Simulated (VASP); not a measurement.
An input for Ansatz (written as the equivalent of a VASP run, and not itself run):

Ansatz 0.2 input:
```yaml
crystal:
  lattice:
    - [0.0000000, 3.0000000, 3.0000000]
    - [3.0000000, 0.0000000, 3.0000000]
    - [3.0000000, 3.0000000, 0.0000000]
  atoms:
    - { symbol: Li, position: [0.2500000, 0.2500000, 0.2500000] }
    - { symbol: Li, position: [0.7500000, 0.7500000, 0.7500000] }
    - { symbol: Se, position: [0.0000000, 0.0000000, 0.0000000] }
kpoints:
  mp_grid: { grid: [6, 6, 6] }
hamiltonian:
  xc: pbe
  pseudopotentials: { kind: paw }
scf:
  occupations: { method: gaussian, width: 0.05 }
  max_iter: 100
output: { forces: true, stress: true, eigenvalues: true }
```

Question: Translate this input to VASP (INCAR, KPOINTS, POSCAR, choice of POTCAR).

Answer: Several could match; the one computed here: 
POSCAR:
```
Li2Se
4.2426410
  0.0000000000   0.7071067290   0.7071067290
  0.7071067290   0.0000000000   0.7071067290
  0.7071067290   0.7071067290   0.0000000000
Li Se
2 1
direct
  0.2500000000   0.2500000000   0.2500000000
  0.7500000000   0.7500000000   0.7500000000
  0.0000000000   0.0000000000   0.0000000000
```

INCAR:
```
PREC  =  Accurate
ENCUT  =  520   ! plane-wave cut-off (eV)
LWAVE  =  T
ALGO  =  Normal   ! blocked Davidson
LCHARG  =  F
EDIFF  =  1E-6   ! SCF stop (eV)
SYSTEM  =  Li2Se
SIGMA  =  0.05   ! width (eV)
ISMEAR  =  0
GGA  =  PE   ! PBE
LREAL  =  F
LASPH  =  T
LMAXMIX  =  4
NELM  =  100   ! most electronic steps
```

KPOINTS:
```
Automatic
0
Gamma
 6 6 6
```

POTCAR, in this order: Li_sv Se (PBE.64 set). Program: vasp_std.

Limits of the translation: each code has its own PAW files, so the cut-off isn't converted (ENCUT is set for VASP's; basis.ecutwfc is left out, and Ansatz then takes the one that its files recommend); Ansatz stops its SCF on the density residual and VASP on the energy change (EDIFF).

The compound is Li2Se in the antifluorite structure. The cell was not relaxed at this level.
